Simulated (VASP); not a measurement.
Consider the following.

```
Er
1.0
    1.77139    -3.06813     0.00000
    1.77139     3.06813     0.00000
    0.00000     0.00000     5.45106
Er
2
Cartesian
  1.77139   1.02271   1.36276
  1.77139  -1.02271   4.08829
```

The numbers are results of rev-vdW-DF2, VASP's PBE PAW potentials (set 64) (plane waves; VASP 6.6.1), not measurements. Numerical set-up: 520 eV cut-off, Gaussian smearing of 0.050 eV, potentials Er_3.

The 4f electrons are frozen in the core of the lanthanide potential, so 4f levels, which can set the real gap, and their magnetism are missing.

Problem. What does the run give for the band gap (along the path) with the smallest direct gap where there is one?

Solution. 
| Quantity | Value |
|---|---|
| band gap (along the path) | none (metal, semimetal or under 0.01 eV) |

Total energies compare only between runs with the same potentials, cut-off and functional.

The compound is Er in the hcp structure. It was relaxed first.
